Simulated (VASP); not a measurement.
Level of theory: HSE06 screened hybrid, VASP's PBE PAW potentials (set 64) (plane waves; VASP).

The input files of a VASP run:

INCAR:
```
SYSTEM = Si64
PREC = Normal
ENCUT = 380
EDIFF = 1E-5
NELM = 50
ALGO = Normal
LREAL = Auto
LASPH = .TRUE.
ISMEAR = 0
SIGMA = 0.05
GGA = PE
LWAVE = .FALSE.
LCHARG = .FALSE.
ISYM = 0
NELMIN = 4
HFSCREEN = 0.2
AEXX = 0.25
LHFCALC = .TRUE.
PRECFOCK = Fast
LORBIT = 11
NEDOS = 601
```

POSCAR:
```
Si64
1
   10.8911189164    -0.1327933533     0.2010781773
   -0.1317808960    11.0547303922     0.1286151550
    0.1990526066     0.1288306749    11.1072344541
Si
64
Direct
  0.2501338612   0.0209194129   0.8335662221
  0.5283948167   0.0963805017   0.2336130789
  0.1245690481   0.2867138959   0.0426593590
  0.0512469178   0.0498978678   0.5623665193
  0.2753290001   0.7546271892   0.6519599937
  0.0901703365   0.1010820933   0.9470143903
  0.3737903306   0.4337125846   0.5009725467
  0.0771156610   0.5964543856   0.0884526240
  0.2538129425   0.0752654979   0.6276985115
  0.7447575490   0.5022543891   0.5065523438
  0.9075269622   0.4254150940   0.3847640099
  0.0767926708   0.5448070752   0.3050097336
  0.7366387015   0.2431381843   0.9466025871
  0.0213750036   0.7022012725   0.4452814813
  0.2668030547   0.6279760638   0.9847758590
  0.6479917313   0.2381643642   0.3392485299
  0.9625862907   0.3302813570   0.7004860166
  0.8378016523   0.9807541841   0.3632724552
  0.0394314029   0.8414067682   0.8113775937
  0.0919858078   0.4863362608   0.7666417977
  0.5717969874   0.4227592865   0.4099842926
  0.6314575247   0.2681988576   0.7660572402
  0.1916914559   0.0004998815   0.2503067840
  0.0112542027   0.4428649375   0.9652724171
  0.6796273406   0.0689369312   0.0714348791
  0.4171208222   0.5433737541   0.1061556615
  0.5021401624   0.8074720734   0.8990485505
  0.2324951158   0.3959956107   0.3384176433
  0.3984453233   0.5857689083   0.6574682759
  0.5725994056   0.7013534058   0.0728372432
  0.3023906636   0.4872823093   0.8255621024
  0.7682669592   0.6402066246   0.0032768545
  0.5270752440   0.7681614241   0.2762355579
  0.8123999193   0.3367119582   0.2274086795
  0.6770089664   0.8399156848   0.4085728187
  0.7435093431   0.6214904542   0.7945778074
  0.5899067242   0.0035410306   0.8927376979
  0.5641804018   0.7078765593   0.7213746389
  0.4570374655   0.5663519770   0.3078449564
  0.8937654730   0.9919770679   0.7122644260
  0.3064458232   0.3536706888   0.1411864072
  0.9654611183   0.7566586609   0.0060250812
  0.3919269033   0.9329424186   0.3199914231
  0.9183612905   0.1674456920   0.8437964881
  0.0429561950   0.9415888337   0.0901757999
  0.2975311675   0.2815518194   0.6436311726
  0.4127978630   0.1247115857   0.9234286345
  0.7707779379   0.1395553134   0.4858924746
  0.9563149068   0.2512118716   0.5056685838
  0.1276256507   0.1928518670   0.3548442867
  0.8707526038   0.0388204407   0.1619054935
  0.6782201483   0.0607207372   0.6817830852
  0.8096046258   0.7030563530   0.4919730926
  0.5746111482   0.8888268059   0.5918359488
  0.0404862093   0.9139528858   0.4057516729
  0.8054078760   0.4275924036   0.0343579657
  0.0737611647   0.6773424341   0.6517942474
  0.7695745538   0.4310237332   0.7027131633
  0.4212632983   0.3059820479   0.8074567344
  0.9833941938   0.2177732191   0.1986515584
  0.3684809461   0.9189250551   0.5365624018
  0.3564077865   0.1525374393   0.1289940206
  0.2906303126   0.8111713911   0.8562242681
  0.8647830347   0.7715591249   0.6862018153
```

File KPOINTS:
```
Automatic mesh
0
Gamma
1 1 1
0 0 0
```

POTCAR, in this order: Si (PBE.64 set). Program: vasp_gam. Read from the step before: WAVECAR.

Output of the run:

**OSZICAR**
```
       N       E                     dE             d eps       ncg     rms          rms(c)
DAV:   1    -0.380976379853E+03   -0.38098E+03   -0.11422E+01   336   0.781E+00    0.182E+01
DAV:   2    -0.381086849053E+03   -0.11047E+00   -0.43229E-01   364   0.135E+00    0.118E+01
DAV:   3    -0.381073211960E+03    0.13637E-01   -0.40068E-02   380   0.403E-01    0.720E+00
DAV:   4    -0.381066402223E+03    0.68097E-02   -0.72175E-03   364   0.159E-01    0.422E+00
DAV:   5    -0.381063682138E+03    0.27201E-02   -0.11708E-03   364   0.693E-02    0.244E+00
DAV:   6    -0.381062771582E+03    0.91056E-03   -0.54532E-04   364   0.447E-02    0.139E+00
DAV:   7    -0.381062490082E+03    0.28150E-03   -0.16178E-04   364   0.236E-02    0.786E-01
DAV:   8    -0.381062400720E+03    0.89363E-04   -0.43529E-05   324   0.131E-02    0.450E-01
DAV:   9    -0.381062376256E+03    0.24464E-04   -0.19418E-05   212   0.871E-03    0.254E-01
DAV:  10    -0.381062371711E+03    0.45448E-05   -0.80725E-06   208   0.584E-03
   1 F= -.38106237E+03 E0= -.38106237E+03  d E =-.131709E-10
```

### OUTCAR
```
------------------------ aborting loop because EDIFF is reached ----------------------------------------
  volume of cell :     1336.47
      direct lattice vectors                 reciprocal lattice vectors
    10.891118916 -0.132793353  0.201078177     0.091862151  0.001114371 -0.001659186
    -0.131780896 11.054730392  0.128615155     0.001123013  0.090484845 -0.001069642
     0.199052607  0.128830675 11.107234454    -0.001676017 -0.001067934  0.090073835
 POSITION                                       TOTAL-FORCE (eV/Angst)
 -----------------------------------------------------------------------------------
      2.88740      0.30543      9.31160         0.070146      0.051909      0.094375
      5.78861      1.02539      2.71344        -0.026440      0.015024     -0.072198
      1.32740      3.15850      0.53575        -0.095321     -0.001897      0.052639
      0.66350      0.61725      6.26306         0.089101     -0.068679     -0.029783
      3.02897      8.38963      7.39389         0.042292     -0.063002      0.085749
      1.15724      1.22747     10.54984         0.022399      0.011488     -0.019176
      4.11356      4.80948      5.69536         0.030340      0.051583     -0.010520
      0.77888      6.59480      1.07468         0.030802     -0.034099     -0.159031
      2.87933      0.87920      7.03271        -0.010032     -0.050224      0.032459
      8.14589      5.51865      5.84075         0.084654     -0.034568      0.003278
      9.90451      4.63191      4.51086        -0.094206     -0.054532     -0.042634
      0.82528      6.05179      3.47333        -0.034519     -0.032680      0.084323
      8.17920      2.71196     10.69353         0.016650     -0.036259     -0.062106
      0.22890      7.81717      5.04046        -0.090205      0.055075      0.049203
      3.01905      7.03355     11.07255         0.006531     -0.043732      0.050858
      7.09350      2.59050      3.92904         0.046453      0.058847      0.011219
     10.57955      3.61359      8.01650        -0.065610      0.007941      0.000963
      9.06766     10.77752      4.32956        -0.034631      0.030860     -0.035573
      0.48008      9.40082      9.12831        -0.154270     -0.071048     -0.052118
      1.09034      5.46287      8.59632        -0.026167     -0.080555      0.060865
      6.25341      4.65038      4.72314        -0.047244      0.066833     -0.064092
      6.99442      2.97970      8.67024         0.044369      0.103944      0.051686
      2.13749      0.01232      2.81883        -0.002850     -0.049869      0.044095
      0.25635      5.01861     10.78073         0.022322      0.069102      0.126539
      7.40704      0.68103      0.93897         0.040829      0.096077     -0.013214
      4.49244      5.96514      1.33286        -0.092073      0.061218      0.040895
      5.54142      8.97553     10.19077         0.037531      0.001064     -0.032893
      2.54731      4.39035      3.85656        -0.035457     -0.019133     -0.028448
      4.39319      6.50731      7.45811        -0.115995      0.056897      0.072613
      6.15832      7.68662      1.01436        -0.033002     -0.073353     -0.060528
      3.39349      5.45298      9.29319         0.010527      0.069800     -0.096649
      8.28357      6.97571      0.27322        -0.048850     -0.024934     -0.073274
      5.69420      8.45741      3.27299        -0.027323     -0.012765      0.067357
      8.84884      3.64368      2.73254         0.121238     -0.019761      0.049244
      7.34403      9.24778      4.78227         0.084990     -0.029173      0.057490
      8.17391      6.87404      9.05500         0.010141      0.078106     -0.080773
      6.60198      0.07582     10.03492        -0.041230     -0.013660      0.028087
      6.19486      7.84340      8.21697         0.009251      0.044498      0.050142
      4.96429      6.23984      3.58405         0.130969     -0.013198     -0.010224
      9.74516     10.93911      8.21859         0.026447      0.091786     -0.020328
      3.31903      3.88723      1.67530        -0.017795     -0.067662      0.020859
     10.41644      8.23723      0.35837         0.055035     -0.081908      0.020801
      4.20927     10.30261      3.75302         0.031983     -0.028478      0.004448
     10.14788      1.83782      9.57844         0.068221     -0.019313     -0.004506
      0.36171     10.41492      1.13134        -0.113287      0.151854     -0.006412
      3.33146      3.15589      7.24500         0.075381     -0.068323      0.028765
      4.66321      1.44280     10.35578        -0.101867     -0.046914     -0.062241
      8.47296      1.50299      5.56986         0.035736     -0.003096     -0.074276
     10.48289      2.71523      5.84118        -0.140535      0.082976      0.059640
      1.43520      2.16069      3.99181        -0.013370      0.076103     -0.092013
      9.51058      0.33438      1.97840         0.093076      0.016095      0.085188
      7.51429      0.66902      7.71691        -0.011071     -0.042121     -0.013886
      8.82278      7.72797      5.71768         0.025156      0.017732     -0.006294
      6.25883      9.82568      6.80352        -0.023538     -0.017440     -0.023428
      0.40126     10.15040      4.63247        -0.040782      0.021023      0.011670
      8.72228      4.62439      0.59857         0.099800     -0.042816      0.038342
      0.84382      7.56201      7.34158         0.105025     -0.001071     -0.007245
      8.46460      4.75319      8.01538        -0.025347     -0.011045     -0.064227
      4.70843      3.43063      9.09267        -0.065858     -0.089884     -0.082999
     10.72111      2.30243      2.43222        -0.063683     -0.007306     -0.017428
      3.99888     10.17866      6.15201        -0.005586     -0.004962      0.053892
      3.88725      1.65555      1.52405         0.091272      0.077786     -0.011881
      3.22883      9.03900      9.67305         0.116963     -0.014295     -0.028711
      9.45337      8.50294      7.89493        -0.077485     -0.091867      0.021425
 -----------------------------------------------------------------------------------
    total drift:                                0.001359     -0.007845      0.000577
  FREE ENERGIE OF THE ION-ELECTRON SYSTEM (eV)
  ---------------------------------------------------
  free  energy   TOTEN  =      -381.0623717110 eV

  energy  without entropy=     -381.0623717110  energy(sigma->0) =     -381.06237171

  exchange ACFDT corr.  =         0.00000000  see jH, gK, PRB 81, 115126

 total charge

# of ion       s       p       d       tot
------------------------------------------
    1        0.781   0.931   0.000   1.712
    2        0.761   0.920   0.000   1.680
    3        0.775   0.933   0.000   1.708
    4        0.788   0.872   0.000   1.661
    5        0.780   0.933   0.000   1.713
    6        0.769   0.936   0.000   1.705
    7        0.755   0.890   0.000   1.646
    8        0.770   0.938   0.000   1.708
    9        0.769   0.938   0.000   1.708
   10        0.769   0.965   0.000   1.734
   11        0.776   0.929   0.000   1.705
   12        0.768   0.891   0.000   1.659
   13        0.780   0.898   0.000   1.678
   14        0.778   0.896   0.000   1.674
   15        0.779   0.896   0.000   1.675
   16        0.769   0.911   0.000   1.680
   17        0.770   0.917   0.000   1.687
   18        0.775   0.945   0.000   1.719
   19        0.869   0.740   0.000   1.609
   20        0.777   0.885   0.000   1.663
   21        0.768   0.925   0.000   1.694
   22        0.795   0.874   0.000   1.669
   23        0.757   0.811   0.000   1.568
   24        0.777   0.956   0.000   1.733
...
```
(Selected blocks of OUTCAR.)
